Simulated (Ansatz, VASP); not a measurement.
**Cross-check of Ru36Cl (Cl/Ru(0001)) between VASP and Ansatz**

Aim: how closely do two programs agree when they are given the same cell, functional and k mesh? Of the first pair: The structure shown is the start of the Ansatz relaxation below; VASP solves that cell, so the two are compared at the walk's first step.

Calculated with Ansatz 0.2.0; plane waves, with VASP 6.6.1 beside it; PBE.

## 1. The structure

The cell holds 37 atoms: 36 Ru and 1 Cl. Its edges and angles: a = 8.100 Å, b = 8.100 Å, c = 26.463 Å, α = 90.0°, β = 90.0°, γ = 60.0°. Vacuum lies along c.

## 2. Ansatz: relaxation, PBE

Ansatz runs on its default PAW (the set named soft_2) files.

The two programs are compared at the cell with which this relaxation starts, whose forces are those of its first step.

Input file input.yaml:

```yaml
crystal:
  lattice:
    - [8.1, 0.0, 0.0]
    - [4.05, 7.0148057706, 0.0]
    - [0.0, 0.0, 26.4630599618]
  atoms:
    - { symbol: Ru, position: [0.2222222222, 0.2222222222, 0.340096724] }
    - { symbol: Ru, position: [0.0, 0.0, 0.4209037057] }
    - { symbol: Ru, position: [0.2222222222, 0.2222222222, 0.5024977493] }
    - { symbol: Ru, position: [0.0, 0.0, 0.5810816667] }
    - { symbol: Ru, position: [0.2222222222, 0.5555555556, 0.340096724] }
    - { symbol: Ru, position: [0.0, 0.3333333333, 0.4209037057] }
    - { symbol: Ru, position: [0.2222222222, 0.5555555556, 0.5024977493] }
    - { symbol: Ru, position: [0.0, 0.3333333333, 0.5810816667] }
    - { symbol: Ru, position: [0.2222222222, 0.8888888889, 0.340096724] }
    - { symbol: Ru, position: [0.0, 0.6666666667, 0.4209037057] }
    - { symbol: Ru, position: [0.2222222222, 0.8888888889, 0.5024977493] }
    - { symbol: Ru, position: [0.0, 0.6666666667, 0.5810816667] }
    - { symbol: Ru, position: [0.5555555556, 0.2222222222, 0.340096724] }
    - { symbol: Ru, position: [0.3333333333, 0.0, 0.4209037057] }
    - { symbol: Ru, position: [0.5555555556, 0.2222222222, 0.5024977493] }
    - { symbol: Ru, position: [0.3333333333, 0.0, 0.5810816667] }
    - { symbol: Ru, position: [0.5555555556, 0.5555555556, 0.340096724] }
    - { symbol: Ru, position: [0.3333333333, 0.3333333333, 0.4209037057] }
    - { symbol: Ru, position: [0.5555555556, 0.5555555556, 0.5024977493] }
    - { symbol: Ru, position: [0.3333333333, 0.3333333333, 0.5810816667] }
    - { symbol: Ru, position: [0.5555555556, 0.8888888889, 0.340096724] }
    - { symbol: Ru, position: [0.3333333333, 0.6666666667, 0.4209037057] }
    - { symbol: Ru, position: [0.5555555556, 0.8888888889, 0.5024977493] }
    - { symbol: Ru, position: [0.3333333333, 0.6666666667, 0.5810816667] }
    - { symbol: Ru, position: [0.8888888889, 0.2222222222, 0.340096724] }
    - { symbol: Ru, position: [0.6666666667, 0.0, 0.4209037057] }
    - { symbol: Ru, position: [0.8888888889, 0.2222222222, 0.5024977493] }
    - { symbol: Ru, position: [0.6666666667, 0.0, 0.5810816667] }
    - { symbol: Ru, position: [0.8888888889, 0.5555555556, 0.340096724] }
    - { symbol: Ru, position: [0.6666666667, 0.3333333333, 0.4209037057] }
    - { symbol: Ru, position: [0.8888888889, 0.5555555556, 0.5024977493] }
    - { symbol: Ru, position: [0.6666666667, 0.3333333333, 0.5810816667] }
    - { symbol: Ru, position: [0.8888888889, 0.8888888889, 0.340096724] }
    - { symbol: Ru, position: [0.6666666667, 0.6666666667, 0.4209037057] }
    - { symbol: Ru, position: [0.8888888889, 0.8888888889, 0.5024977493] }
    - { symbol: Ru, position: [0.6666666667, 0.6666666667, 0.5810816667] }
    - { symbol: Cl, position: [0.2222222222, 0.2222222222, 0.659903276] }
kpoints:
  mp_grid: { grid: [5, 5, 1] }
hamiltonian:
  xc: pbe
scf:
  occupations: { method: fermi_dirac, width: 0.1 }
  convergence: { dr2_threshold: 1.0e-08 }
efield:
  axis: 3
  dipole_correction: true
  ramp_position: 0.97
  ramp_width: 0.06
relax:
  f_tol: 0.02
  max_steps: 60
  constraints:
    - { sites: [0, 1, 4, 5, 8, 9, 12, 13, 16, 17, 20, 21, 24, 25, 28, 29, 32, 33] }
output:
  bader: true
  write_potential: true
  write_density: true
  volumetric_format: npy
```

Command:

```console
ansatz run input.yaml --threads 4 --pin off --max-ram 12288MiB --backend cpu --events-out ev --progress --plain --runs-dir out
```

Numbers of over 12 decimals in the logs are rounded to 6 here.

What it wrote:

```text
Engine: ansatz 0.2.0, aarch64-unknown-linux-gnu
Pseudopotentials: kind: paw
Pseudopotential: Ru, paw, valence charge 16, recommended cutoff 420 eV (normal), Ru.paw.azcp
Pseudopotential: Cl, paw, valence charge 7, recommended cutoff 420 eV (normal), Cl.paw.azcp
Functional definition: PBE
  parameter kappa = 0.804
  parameter beta = 0.066725
  exchange = pbe_x(kappa = kappa, mu = beta*pi^2/3)
  correlation = pbe_c(beta = beta)
Crystal: 37 atoms, lattice volume = 1503.629 Å³
Basis set: ecut = 420 eV, 29423 PW (Γ), exchange–correlation on 120×120×360 points (8 copies of the dense FFT grid, shifted against one another)
Bands: 350, of which v1, the nominal top of the filled ones, is band 292 counted from 1 (291 counted from 0)
Symmetry: 6 space group operations
Space group: P3m1 (ITA 156), of the structure as read, at distance tolerance 1.1e-4 Å
k-points: 5 of 25 (time reversal used)
Non-local potential: Ru, projectors of the file, l = 0: 3, l = 1: 2, l = 2: 2, l = 3: 1
Non-local potential: Cl, projectors of the file, l = 0: 2, l = 1: 2, l = 2: 2
PAW form: soft (Blöchl's): semilocal exchange-correlation on the pseudo side does not see the compensation charge
PAW one-centre angular grid: Ru, 590 points (default); XC on 64 Gauss nodes
PAW one-centre angular grid: Cl, 110 points (default); XC on 64 Gauss nodes
Initial density: superposition of atomic densities (neutral atoms: chi_scale 0, normalization atom), corrected by the library's trained network
Initial wavefunctions: pseudopotential atomic-orbital guess
Functional: x = pbe(κ = 0.804, μ = 0.219515), c = pbe(β = 0.066725)
SCF iter   1: F=—  HF=-212696.242982 eV  |F-HF|=—  |Δ(HF+E_count)|=         —  Δρ=8.63e-3  dr2=6.05e0  ethr=1.77e-3  p=0.039 e·Å  D=4.70e-3 V/Å  ΔV_dip=-0.12 eV  dr2_dipole=3.88e-1  V_vac-E_F(+/−)=4.60/4.72 eV  ⟨swp⟩=7.4  Hψ=7390  notcnv=0  defer=2
efield: sawtooth ramp at fractional position 0.9700 (set: `efield.ramp_position`, or a place that a band, a saddle search or an elastic batch's reference lends), width 0.0600; the density the first Hamiltonian is built on has a dipole p = 0.039 e·Å; the dipole correction subtracts the counter field D = 4.70e-3 V/Å, which shifts the + side's vacuum level by -0.12 eV against the − side's; the planar-averaged density in the ramp window peaks in size at 3.9e-6 e/Å³
preconditioner: auto → LDOS  [metal: Δε(μ)=0.013 eV  Ē_g=4.463 eV  σ=0.100 eV  W_gap=0.03  n_scr=300 (ndim 8)  ℏωp=16.4 eV  f_vac=0.607  D(μ)=44.37/eV (n_scr^D=288)  β→1.0]
SCF iter   2: F=—  HF=-212696.142841 eV  |F-HF|=—  |Δ(HF+E_count)|=   1.00e-1  Δρ=2.62e-3  dr2=1.71e-1  ethr=1.04e-3  p=-0.011 e·Å  D=-1.28e-3 V/Å  ΔV_dip=0.03 eV  dr2_dipole=3.97e-3  V_vac-E_F(+/−)=5.01/4.98 eV  ⟨swp⟩=2.0  Hψ=2053  notcnv=0  defer=5
SCF iter   3: F=—  HF=-212696.132723 eV  |F-HF|=—  |Δ(HF+E_count)|=   1.01e-2  Δρ=6.68e-4  dr2=1.34e-2  ethr=2.94e-5  p=0.006 e·Å  D=7.81e-4 V/Å  ΔV_dip=-0.02 eV  dr2_dipole=1.07e-3  V_vac-E_F(+/−)=5.01/5.03 eV  ⟨swp⟩=2.0  Hψ=2487  notcnv=0  defer=7
SCF iter   4: F=—  HF=-212696.132077 eV  |F-HF|=—  |Δ(HF+E_count)|=   6.46e-4  Δρ=2.17e-4  dr2=1.25e-3  ethr=2.30e-6  p=0.003 e·Å  D=4.06e-4 V/Å  ΔV_dip=-0.01 eV  dr2_dipole=4.30e-5  V_vac-E_F(+/−)=5.03/5.04 eV  ⟨swp⟩=2.2  Hψ=2528  notcnv=0  defer=7
SCF iter   5: F=—  HF=-212696.131985 eV  |F-HF|=—  |Δ(HF+E_count)|=   9.21e-5  Δρ=7.65e-5  dr2=2.90e-4  ethr=2.15e-7  p=0.004 e·Å  D=4.73e-4 V/Å  ΔV_dip=-0.01 eV  dr2_dipole=2.14e-6  V_vac-E_F(+/−)=5.04/5.05 eV  ⟨swp⟩=3.0  Hψ=3196  notcnv=0  defer=7
SCF iter   6: F=—  HF=-212696.131993 eV  |F-HF|=—  |Δ(HF+E_count)|=   7.97e-6  Δρ=3.34e-5  dr2=2.81e-5  ethr=4.98e-8  p=0.004 e·Å  D=5.01e-4 V/Å  ΔV_dip=-0.01 eV  dr2_dipole=2.52e-7  V_vac-E_F(+/−)=5.04/5.05 eV  ⟨swp⟩=2.4  Hψ=2609  notcnv=0  defer=7
SCF iter   7: F=—  HF=-212696.133465 eV  |F-HF|=—  |Δ(HF+E_count)|=   1.47e-3  Δρ=1.22e-5  dr2=5.91e-6  ethr=4.83e-9  p=0.004 e·Å  D=4.94e-4 V/Å  ΔV_dip=-0.01 eV  dr2_dipole=2.49e-7  V_vac-E_F(+/−)=5.04/5.06 eV  ⟨swp⟩=2.4  Hψ=2827  notcnv=0  defer=3
SCF iter   8: F=—  HF=-212696.133468 eV  |F-HF|=—  |Δ(HF+E_count)|=   2.96e-6  Δρ=7.69e-6  dr2=1.52e-6  ethr=1.01e-9  p=0.004 e·Å  D=5.02e-4 V/Å  ΔV_dip=-0.01 eV  dr2_dipole=1.31e-7  V_vac-E_F(+/−)=5.04/5.06 eV  ⟨swp⟩=3.2  Hψ=3430  notcnv=0  defer=3
SCF iter   9: F=—  HF=-212696.133468 eV  |F-HF|=—  |Δ(HF+E_count)|=   1.82e-7  Δρ=2.54e-6  dr2=1.12e-7  ethr=2.60e-10  p=0.004 e·Å  D=5.01e-4 V/Å  ΔV_dip=-0.01 eV  dr2_dipole=1.25e-8  V_vac-E_F(+/−)=5.04/5.06 eV  ⟨swp⟩=2.0  Hψ=2506  notcnv=0  defer=3
SCF iter  10: F=-212696.133468 eV  HF=-212696.133468 eV  |F-HF|=1.19e-7  |Δ(HF+E_count)|=   3.11e-8  Δρ=6.98e-7  dr2=7.12e-9  ethr=1.72e-12  p=0.004 e·Å  D=4.98e-4 V/Å  ΔV_dip=-0.01 eV  dr2_dipole=6.52e-10  V_vac-E_F(+/−)=5.05/5.06 eV  ⟨swp⟩=8.4  Hψ=14277  notcnv=0
SCF 1 converged in 10 iterations: F = -212696.133468 eV  dr2 = 7.12e-9
[...]
k-point 4: bands = [... 288 lower, 4.2083, 4.2869, 4.3686, 4.4207, 4.4704, 4.4772, 4.4931, 4.5255, ... 54 higher]
--- Relaxed structure (4 steps of the walk, 4 accepted, 0 SCFs on fresh bases) ---
  F+E_penalty+E_count = -212696.25424916 eV   max|allowed force component| = 9.848e-3 eV/Å
  atoms:
    - { symbol: Ru, position: [0.222222, 0.222222, 0.340096724] }
    - { symbol: Ru, position: [-1.1111125783211261e-11, -1.111112578321126e-11, 0.420904] }
    - { symbol: Ru, position: [0.222222, 0.222222, 0.501690] }
    - { symbol: Ru, position: [-0.00242194, -0.00242194, 0.580677] }
    - { symbol: Ru, position: [0.222222, 0.555556, 0.340096724] }
    - { symbol: Ru, position: [2.2222224060897133e-11, 0.333333, 0.420904] }
    - { symbol: Ru, position: [0.222873, 0.555428, 0.502680] }
    - { symbol: Ru, position: [-0.00225456, 0.334461, 0.582163] }
    - { symbol: Ru, position: [0.222222, 0.888889, 0.340096724] }
    - { symbol: Ru, position: [-1.1111056519297335e-11, 0.666667, 0.420904] }
    - { symbol: Ru, position: [0.222873, 0.888366, 0.502680] }
    - { symbol: Ru, position: [-0.00242194, 0.671511, 0.580677] }
    - { symbol: Ru, position: [0.555556, 0.222222, 0.340096724] }
    - { symbol: Ru, position: [0.333333, 2.2222210308134437e-11, 0.420904] }
    - { symbol: Ru, position: [0.555428, 0.222873, 0.502680] }
    - { symbol: Ru, position: [0.334461, -0.00225456, 0.582163] }
    - { symbol: Ru, position: [0.555556, 0.555556, 0.340096724] }
    - { symbol: Ru, position: [0.333333, 0.333333, 0.420904] }
    - { symbol: Ru, position: [0.555556, 0.555556, 0.501990] }
    - { symbol: Ru, position: [0.334461, 0.334461, 0.582163] }
    - { symbol: Ru, position: [0.555556, 0.888889, 0.340096724] }
    - { symbol: Ru, position: [0.333333, 0.666667, 0.420904] }
    - { symbol: Ru, position: [0.555428, 0.888366, 0.502680] }
    - { symbol: Ru, position: [0.334049, 0.666309, 0.580989] }
[...]
- { symbol: Ru, position: [0.888889, 0.555556, 0.340096724] }
    - { symbol: Ru, position: [0.666667, 0.333333, 0.420904] }
    - { symbol: Ru, position: [0.888366, 0.555428, 0.502680] }
    - { symbol: Ru, position: [0.666309, 0.334049, 0.580989] }
    - { symbol: Ru, position: [0.888889, 0.888889, 0.340096724] }
    - { symbol: Ru, position: [0.666667, 0.666667, 0.420904] }
    - { symbol: Ru, position: [0.888889, 0.888889, 0.502718] }
    - { symbol: Ru, position: [0.666309, 0.666309, 0.580989] }
    - { symbol: Cl, position: [0.222222, 0.222222, 0.654310] }
--- Bader charges: 37 sites ---
  site symbol  charge [e]  shift [e]
     0     Ru     -0.0523     0.0000
     1     Ru      0.0449     0.0000
     2     Ru      0.0613     0.0001
     3     Ru     -0.0293     0.0001
     4     Ru     -0.0513     0.0000
     5     Ru      0.0493     0.0000
     6     Ru      0.0488     0.0000
     7     Ru      0.0667     0.0003
     8     Ru     -0.0513     0.0000
     9     Ru      0.0449     0.0000
    10     Ru      0.0488     0.0000
    11     Ru     -0.0293     0.0001
    12     Ru     -0.0513     0.0000
    13     Ru      0.0494     0.0000
    14     Ru      0.0488     0.0000
    15     Ru      0.0667     0.0003
    16     Ru     -0.0548     0.0000
    17     Ru      0.0494     0.0000
    18     Ru      0.0631     0.0001
    19     Ru      0.0667     0.0003
    20     Ru     -0.0513     0.0000
    21     Ru      0.0511     0.0000
    22     Ru      0.0488     0.0000
    23     Ru     -0.0384     0.0001
[...]
29     Ru      0.0512     0.0000
    30     Ru      0.0488     0.0000
    31     Ru     -0.0384     0.0001
    32     Ru     -0.0540     0.0000
    33     Ru      0.0511     0.0000
    34     Ru      0.0631     0.0001
    35     Ru     -0.0384     0.0001
    36     Cl     -0.4445     0.0010
  estimated error of the sums over rays = 6.2e-4 e
```

## 3. VASP: single point, PBE, start cell, pair 1

The same cell, functional, mesh and smearing now go to VASP, with its own data sets.

Lines of VASP's logs that name or quote its potential files are left out, and so is its time.

Input file INCAR:

```
SYSTEM = Ru36Cl
PREC = Accurate
ENCUT = 400
EDIFF = 1E-06
NELM = 120
ISMEAR = -1
SIGMA = 0.1
LREAL = Auto
ALGO = Normal
GGA = PE
NBANDS = 296
LASPH = .TRUE.
LORBIT = 11
LWAVE = .FALSE.
LCHARG = .FALSE.
ISIF = 2
LDIPOL = .TRUE.
IDIPOL = 3
DIPOL = 0.5 0.5 0.466
LVHAR = .TRUE.
GGA_COMPAT = .FALSE.
NELMDL = -8
KPAR = 4
```

Input file POSCAR:

```
Ru36Cl
1.0
    8.1000000000      0.0000000000      0.0000000000
    4.0500000000      7.0148057706      0.0000000000
    0.0000000000      0.0000000000     26.4630599618
Ru Cl
36 1
Direct
    0.2222222028      0.2222222612      0.3400967240
    0.9999999849      0.0000000433      0.4209037056
    0.2222222028      0.2222222612      0.5024977466
    0.9999999849      0.0000000433      0.5810816671
    0.2222222211      0.5555555708      0.3400967240
    0.9999999611      0.3333333821      0.4209037056
    0.2222222211      0.5555555708      0.5024977466
    0.9999999611      0.3333333821      0.5810816671
    0.2222222211      0.8888889333      0.3400967240
    0.9999999849      0.6666666971      0.4209037056
    0.2222222211      0.8888889333      0.5024977466
    0.9999999849      0.6666666971      0.5810816671
    0.5555555124      0.2222222795      0.3400967240
    0.3333333236      0.0000000195      0.4209037056
    0.5555555124      0.2222222795      0.5024977466
    0.3333333236      0.0000000195      0.5810816671
    0.5555555361      0.5555555945      0.3400967240
    0.3333333236      0.3333333821      0.4209037056
    0.5555555361      0.5555555945      0.5024977466
    0.3333333236      0.3333333821      0.5810816671
    0.5555555124      0.8888889333      0.3400967240
    0.3333333420      0.6666666916      0.4209037056
    0.5555555124      0.8888889333      0.5024977466
    0.3333333420      0.6666666916      0.5810816671
    0.8888888749      0.2222222795      0.3400967240
    0.6666666387      0.0000000433      0.4209037056
    0.8888888749      0.2222222795      0.5024977466
    0.6666666387      0.0000000433      0.5810816671
    0.8888888749      0.5555555708      0.3400967240
    0.6666666332      0.3333334004      0.4209037056
    0.8888888749      0.5555555708      0.5024977466
    0.6666666332      0.3333334004      0.5810816671
    0.8888888695      0.8888889279      0.3400967240
    0.6666666332      0.6666666916      0.4209037056
    0.8888888695      0.8888889279      0.5024977466
    0.6666666332      0.6666666916      0.5810816671
    0.2222222028      0.2222222612      0.6599032774
```

Input file KPOINTS:

```
Automatic mesh
0
Gamma
5 5 1
0 0 0
```

PAW data sets: Ru_pv and Cl (PBE family, release 64).

Command:

```console
mpirun -np 4 vasp_std
```

What it wrote:

```text
[banner, memory and clock lines left out]
running    4 mpi-ranks, on    1 nodes
[...]
LDA part: xc-table for (Slater+PW92), standard interpolation
 POSCAR, INCAR and KPOINTS ok, starting setup
[...]
entering main loop
       N       E                     dE             d eps       ncg     rms          rms(c)
DAV:   1     0.437877361776E+04    0.43788E+04   -0.29056E+05  4040   0.132E+03
DAV:   2    -0.139680801447E+03   -0.45185E+04   -0.43586E+04  3152   0.423E+02
DAV:   3    -0.332034683654E+03   -0.19235E+03   -0.18335E+03  4184   0.724E+01
DAV:   4    -0.341840068367E+03   -0.98054E+01   -0.94275E+01  3800   0.124E+01
[...]
DAV:  42    -0.318051638657E+03   -0.16245E-05   -0.96595E-08  1696   0.272E-04    0.208E-04
DAV:  43    -0.318051640305E+03   -0.16481E-05   -0.91380E-08  1688   0.224E-04    0.692E-05
DAV:  44    -0.318051640786E+03   -0.48114E-06   -0.62638E-08  1648   0.158E-04
   1 F= -.31805164E+03 E0= -.31732046E+03  d E =-.146236E+01
```

Parts of OUTCAR (step 3):

```text
  Total      -12.8265903    -12.8265903    -13.8213306      0.0000000     -0.0000000      0.0000000
  in kB      -13.6672480    -13.6672480    -14.7271838      0.0000000     -0.0000000      0.0000000
  external PRESSURE =     -14.0205600 kB  Pullay stress =       0.0000000 kB

 POSITION                                       TOTAL-FORCE (eV/Angst)
 -----------------------------------------------------------------------------------
      2.70000      1.55885      9.00000        -0.000000     -0.000000      0.465648
      8.10000      0.00000     11.13840        -0.010687     -0.006170     -0.589356
      2.70000      1.55885     13.29763        -0.000000     -0.000000     -0.426719
      8.10000      0.00000     15.37720        -0.387441     -0.223689     -0.141553
      4.05000      3.89711      9.00000        -0.026481      0.003522      0.475045
      9.45000      2.33827     11.13840         0.021769     -0.012568     -0.447320
      4.05000      3.89711     13.29763         0.100971      0.052930      0.048477
      9.45000      2.33827     15.37720         0.020890     -0.012061      0.496450
      5.40000      6.23538      9.00000        -0.016291      0.021172      0.475045
     10.80000      4.67654     11.13840        -0.000000      0.012340     -0.589356
      5.40000      6.23538     13.29763         0.004646     -0.113908      0.048477
     10.80000      4.67654     15.37720         0.000000      0.447378     -0.141553
      5.40000      1.55885      9.00000        -0.010190     -0.024694      0.475045
      2.70000      0.00000     11.13840        -0.000000      0.025136     -0.447320
[...]
-----------------------------------------------------------------------------------
    total drift:                                0.000039     -0.009164     -0.010198

  FREE ENERGIE OF THE ION-ELECTRON SYSTEM (eV)
  ---------------------------------------------------
  free  energy   TOTEN  =      -318.0516407862 eV

  energy  without entropy=     -316.5892843034  energy(sigma->0) =     -317.32046254

[... 3 further parts left out ...]
[key lines of the parts left out:]
E-fermi :   0.9490
```

This run has no spin polarisation, so a moment on Ru, if there is one, isn't seen. Its electron count is odd, so without a moment it is a metal by construction.

## 4. Comparison

Known differences besides the potentials themselves: the data sets hold 583 valence electrons in Ansatz (on its default PAW (the set named soft_2) files) and 511 in VASP; the cutoff is 420 eV in Ansatz and 400 eV in VASP (PREC = Accurate, projectors in real space). Total energies have different zeros and are not compared.

Forces on 10 of the 37 atoms, those with the largest forces and the largest differences (eV/Å; atoms numbered as in POSCAR):

```tsv
atom	Ansatz x, y, z	VASP x, y, z
Ru2	-0.011, -0.006, -0.590	-0.011, -0.006, -0.589
Ru8	0.022, -0.013, 0.484	0.021, -0.012, 0.496
Ru10	0.000, 0.012, -0.590	0.000, 0.012, -0.589
Ru16	0.000, 0.025, 0.484	0.000, 0.024, 0.496
Ru17	0.000, 0.000, 0.498	0.000, 0.000, 0.491
Ru24	0.011, -0.006, -0.066	0.011, -0.006, -0.052
Ru26	0.011, -0.006, -0.590	0.011, -0.006, -0.589
Ru32	0.000, 0.013, -0.066	0.000, 0.012, -0.052
Ru36	-0.011, -0.006, -0.066	-0.011, -0.006, -0.052
Cl37	0.000, 0.000, -0.832	0.000, 0.000, -0.834
```

The forces differ by 4.8 meV/Å r.m.s., which is 1.9 % of the r.m.s. force of 0.248 eV/Å (both taken over all components). Where the cell holds vacuum, a pressure given here is an average over it and none of the material.

## 5. Ansatz: relaxation, PBE

This run makes the geometry at which the two programs are then compared.

The structure compared here is the end of the Ansatz relaxation.

This is the run of step 2 again, met here at its other cell.

(Continued in part 2 of 2.)

[Lines on the potential files, build, host, timing and source positions are cut from VASP's logs without a mark.]

[Logs are printed without paths, hosts, clocks, repeated set-up lines and the standing remarks that a program may print on its own settings, such as how far it seeks lower states.]

[Hosts, paths, dates, database ids (printed as entryN), source tags and the programs' standing remarks are cut or masked in the printed files.]
